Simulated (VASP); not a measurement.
# Te2Mo: structure and properties in VASP, part 2 of 5

What structure and properties does BEEF-vdW give Te2Mo, and how near are they to the measured ones? The start is a cell from a database of measured crystal structures.

VASP 6.6.1; BEEF-vdW; plane waves and PAW (Te, Mo_sv).

So far, gap on the k-mesh (eV): step 2 (full relaxation (BEEF-vdW)) 0.940. The relaxed cell has a = 3.564, c = 14.483 Å (conventional setting).

## Step 3: Second relaxation

The basis stayed that of the start cell while the cell moved. A rerun from the cell reached resets it; the error of the finite cutoff stays.

Input file INCAR:

```
SYSTEM = Te2Mo
PREC = Accurate
ENCUT = 400
EDIFF = 1E-06
NELM = 100
ISMEAR = -1
SIGMA = 0.05
LREAL = .FALSE.
ALGO = Normal
GGA = BF
LUSE_VDW = .TRUE.
ZAB_VDW = -1.8867
LASPH = .TRUE.
NBANDS = 32
LORBIT = 11
LWAVE = .FALSE.
LCHARG = .FALSE.
KPAR = 2
IBRION = 2
NSW = 60
ISIF = 3
EDIFFG = -0.01
```

Input file POSCAR:

```
Te2Mo
1.0
    3.5641940445      0.0000000000      0.0000000000
   -1.7820970223      3.0866825866      0.0000000000
    0.0000000000      0.0000000000     14.4825946787
Te Mo
4 2
Direct
    0.6666666667      0.3333333333      0.3754481399
    0.3333333333      0.6666666667      0.8754481399
    0.6666666667      0.3333333333      0.1245518601
    0.3333333333      0.6666666667      0.6245518601
    0.6666666667      0.3333333333      0.7500000000
    0.3333333333      0.6666666667      0.2500000000
```

Input file KPOINTS:

```
Automatic mesh
0
Gamma
6 6 2
0 0 0
```

The projector-augmented-wave data sets are Te and Mo_sv (PBE family, release 64).

Launch:

```console
$ mpirun -np 2 vasp_std
```

The log of the run:

```text
[banner, memory and clock lines left out]
running    2 mpi-ranks, on    1 nodes
 distrk:  each k-point on    1 cores,    2 groups
 distr:  one band on    1 cores,    1 groups

 POSCAR found type information on POSCAR TeMo
 POSCAR found :  2 types and       6 ions

     **************************************************************************
     Initializing libbeef V0.1.3 with the BEEF-vdW functional.
     **************************************************************************

 [... a notice as in an earlier step ...]

 [... a notice as in an earlier step ...]

 LDA part: xc-table for (Slater+PW92), standard interpolation
 POSCAR, INCAR and KPOINTS ok, starting setup
 FFT: planning ... GRIDC
 FFT: planning ... GRID_SOFT
 FFT: planning ... GRID
 WAVECAR not read
 entering main loop
       N       E                     dE             d eps       ncg     rms          rms(c)
DAV:   1     0.334480126084E+03    0.33448E+03   -0.24413E+04  1104   0.118E+03
DAV:   2    -0.412207880041E+01   -0.33860E+03   -0.33036E+03  1128   0.292E+02
DAV:   3    -0.216285622114E+02   -0.17506E+02   -0.17274E+02  1128   0.575E+01
DAV:   4    -0.220755802648E+02   -0.44702E+00   -0.44493E+00  1128   0.912E+00
DAV:   5    -0.220904487823E+02   -0.14869E-01   -0.14864E-01  1184   0.161E+00    0.177E+01
DAV:   6    -0.216538783231E+02    0.43657E+00   -0.48254E+00  1072   0.108E+01    0.827E+00
DAV:   7    -0.217633718263E+02   -0.10949E+00   -0.64364E+00  1008   0.100E+01    0.548E+00
DAV:   8    -0.213415963495E+02    0.42178E+00   -0.15874E+00  1064   0.563E+00    0.271E+00
DAV:   9    -0.213463811241E+02   -0.47848E-02   -0.19010E-01  1168   0.198E+00    0.908E-01
DAV:  10    -0.213440093673E+02    0.23718E-02   -0.21450E-02  1104   0.787E-01    0.335E-01
DAV:  11    -0.213444674277E+02   -0.45806E-03   -0.15996E-03  1192   0.219E-01    0.154E-01
DAV:  12    -0.213443674869E+02    0.99941E-04   -0.18211E-04  1096   0.753E-02    0.113E-01
DAV:  13    -0.213443601764E+02    0.73105E-05   -0.11633E-04  1080   0.590E-02    0.425E-02
DAV:  14    -0.213443624947E+02   -0.23182E-05   -0.46258E-06   968   0.996E-03    0.351E-02
DAV:  15    -0.213443616252E+02    0.86944E-06   -0.18512E-06   872   0.753E-03
   1 F= -.21344362E+02 E0= -.21344354E+02  d E =-.213444E+02
 curvature:   0.00 expect dE= 0.000E+00 dE for cont linesearch  0.000E+00
 trial: gam= 0.00000 g(F)=  0.256E-05 g(S)=  0.121E-03 ort = 0.000E+00 (trialstep = 0.100E+01)
 search vector abs. value=  0.124E-03
 bond charge predicted
       N       E                     dE             d eps       ncg     rms          rms(c)
DAV:   1    -0.213462371021E+02   -0.18746E-02   -0.37879E-02   960   0.140E+00    0.335E-01
DAV:   2    -0.213455302897E+02    0.70681E-03   -0.21459E-02  1024   0.732E-01    0.232E-01
DAV:   3    -0.213444568259E+02    0.10735E-02   -0.63076E-03  1032   0.306E-01    0.116E-01
DAV:   4    -0.213444359830E+02    0.20843E-04   -0.30491E-04   992   0.744E-02    0.401E-02
DAV:   5    -0.213443975477E+02    0.38435E-04   -0.15040E-04  1072   0.678E-02    0.250E-02
DAV:   6    -0.213443894960E+02    0.80517E-05   -0.17414E-05  1184   0.190E-02    0.979E-03
DAV:   7    -0.213443882526E+02    0.12433E-05   -0.10727E-06   568   0.453E-03    0.607E-03
DAV:   8    -0.213443886462E+02   -0.39356E-06   -0.21165E-07   504   0.247E-03
   2 F= -.21344389E+02 E0= -.21344381E+02  d E =-.270210E-04
[...]
3 F= -.21344406E+02 E0= -.21344398E+02  d E =-.444010E-04
[...]
4 F= -.21344452E+02 E0= -.21344444E+02  d E =-.456593E-04
[...]
5 F= -.21344492E+02 E0= -.21344484E+02  d E =-.860387E-04
 curvature:  -2.41 expect dE=-0.243E-03 dE for cont linesearch -0.144E-05
 trial: gam= 1.54600 g(F)=  0.228E-05 g(S)=  0.985E-04 ort =-0.702E-05 (trialstep = 0.422E+00)
 search vector abs. value=  0.277E-03
 bond charge predicted
       N       E                     dE             d eps       ncg     rms          rms(c)
DAV:   1    -0.213445662046E+02   -0.73642E-04   -0.30708E-03   912   0.312E-01    0.628E-02
DAV:   2    -0.213445411692E+02    0.25035E-04   -0.31745E-04  1048   0.839E-02    0.406E-02
DAV:   3    -0.213445296899E+02    0.11479E-04   -0.60617E-05  1000   0.348E-02    0.117E-02
DAV:   4    -0.213445280820E+02    0.16079E-05   -0.17136E-05  1096   0.191E-02    0.170E-02
DAV:   5    -0.213445280515E+02    0.30557E-07   -0.21265E-06   608   0.653E-03
   6 F= -.21344528E+02 E0= -.21344520E+02  d E =-.359865E-04
 trial-energy change:   -0.000036  1 .order   -0.000032   -0.000038   -0.000027
 step:   1.4151(harm=  1.4151)  dis= 0.00220  next Energy=   -21.344556 (dE=-0.636E-04)
 reached required accuracy - stopping structural energy minimisation
```

The job ended after 7.6 min (2 MPI ranks of AMD EPYC 7R43, shared host; peak memory 1 GiB).

From OUTCAR (step 3):

```text
  LATTYP: Found a hexagonal cell.
 ALAT       =     3.5641940445
 C/A-ratio  =     4.0633575215

 Found     14 irreducible k-points:

   ENCUT  =  400.0 eV  29.40 Ry    5.42 a.u.   5.81  5.81 23.62*2*pi/ulx,y,z

   NELECT =      52.0000    total number of electrons

 E-fermi :   7.5216

 k-point     1 :       0.0000    0.0000    0.0000
  band No.  band energies     occupation
    ...
     22       6.1471      2.00000
     23       6.1471      2.00000
     24       6.2490      2.00000
     25       6.5817      2.00000
     26       7.0710      1.99976
     27       9.9189      0.00000
     28       9.9189      0.00000
     29      10.0052      0.00000
     30      10.0052      0.00000
     31      10.1319      0.00000
    ...

 k-point     2 :       0.1667    0.0000    0.0000
  band No.  band energies     occupation
    ...
     22       5.7314      2.00000
     23       5.9620      2.00000
     24       6.2846      2.00000
     25       6.7101      2.00000
     26       6.7485      2.00000
     27       8.8417      0.00000
     28       9.0969      0.00000
     29       9.1436      0.00000
     30       9.3383      0.00000
     31       9.4595      0.00000
    ...

Total vdW correction in eV:      7.7901718

  Total       -0.0568479     -0.0568479      0.0558943      0.0000000      0.0000000      0.0000000
  in kB       -0.5698051     -0.5698051      0.5602471      0.0000000      0.0000000      0.0000000
  external PRESSURE =      -0.1931210 kB  Pullay stress =       0.0000000 kB

  energy-cutoff  :      400.00
  volume of cell :      159.84
      direct lattice vectors                 reciprocal lattice vectors
     3.567405061 -0.000000000  0.000000000     0.280315799  0.161840402 -0.000000000
    -1.783702530  3.089463408 -0.000000000     0.000000000  0.323680804 -0.000000000
     0.000000000  0.000000000 14.503180042    -0.000000000 -0.000000000  0.068950396

 POSITION                                       TOTAL-FORCE (eV/Angst)
 -----------------------------------------------------------------------------------
      1.78370      1.02982      5.44142         0.000000      0.000000      0.000875
     -0.00000      2.05964     12.69301         0.000000      0.000000      0.000875
      1.78370      1.02982      1.81017        -0.000000      0.000000     -0.000875
     -0.00000      2.05964      9.06176         0.000000     -0.000000     -0.000875
      1.78370      1.02982     10.87739         0.000000     -0.000000      0.000000
     -0.00000      2.05964      3.62580        -0.000000      0.000000      0.000000
 -----------------------------------------------------------------------------------
    total drift:                                0.000000     -0.000000      0.000000

  FREE ENERGIE OF THE ION-ELECTRON SYSTEM (eV)
  ---------------------------------------------------
  free  energy   TOTEN  =       -21.3445280515 eV

  energy  without entropy=      -21.3445128868  energy(sigma->0) =      -21.34452047

Total vdW correction in eV:      7.7901925

 total charge
# of ion       s       p       d       tot
------------------------------------------
    1        1.376   1.968   0.059   3.403
    2        1.376   1.968   0.059   3.403
    3        1.376   1.968   0.059   3.403
    4        1.376   1.968   0.059   3.403
    5        2.244   6.136   3.956  12.336
    6        2.244   6.136   3.956  12.336
--------------------------------------------------
tot          9.992  20.142   8.149  38.283

[... 6 parts as in an earlier step ...]

[... 6 further parts left out ...]
```

Step by step:

| step | energy less that of the first step (eV) | largest force (eV/Å) | pressure (GPa) | volume (Å³) |
| --- | --- | --- | --- | --- |
| 1 | 0.0000 | 0.0036 | 0.07 | 159.33 |
| 2 | 0.0000 | 0.0243 | -0.06 | 159.60 |
| 3 | 0.0000 | 0.0170 | -0.01 | 159.50 |
| 4 | -0.0001 | 0.0134 | -0.01 | 159.60 |
| 5 | -0.0001 | 0.0034 | -0.03 | 159.83 |
| 6 | -0.0002 | 0.0009 | -0.02 | 159.84 |

```
conventional cell, symmetrised  before   after  change
                         a (Å)   3.564   3.567  +0.1 %
                         b (Å)   3.564   3.567  +0.1 %
                         c (Å)  14.483  14.503  +0.1 %
              volume (Å³/atom)   26.56   26.64  +0.3 %
```

Final coordinates:

```xyz
6
Lattice="3.5674 0.0000 0.0000 -1.7837 3.0895 0.0000 0.0000 0.0000 14.5032" Properties=species:S:1:pos:R:3 pbc="T T T"
Te    1.7837    1.0298    5.4414
Te    0.0000    2.0596   12.6930
Te    1.7837    1.0298    1.8102
Te    0.0000    2.0596    9.0618
Mo    1.7837    1.0298   10.8774
Mo    0.0000    2.0596    3.6258
```

Numbers from this step:

* free energy (TOTEN): -21.34 eV
* Fermi energy: 7.522 eV
* pressure: -0.01931 GPa
* valence top at k: 0, 0, 0
* SCF cycles over all ionic steps: 49
* gap on the k-mesh: 0.9473 eV
* least direct gap on the k-mesh: 0.984 eV

It ends with a largest force of 0.001 eV/Å and a pressure of -0.02 GPa.

(Continued in part 3 of 5.)

[Lines on the potential files, build, host, timing and source positions are cut from VASP's logs without a mark.]

[Logs are printed without paths, hosts, clocks, repeated set-up lines and the standing remarks that a program may print on its own settings, such as how far it seeks lower states.]

[Hosts, paths, dates, database ids (printed as entryN), source tags and the programs' standing remarks are cut or masked in the printed files.]

[A measured line is paired with the nearest computed mode of its activity, which favours agreement.]
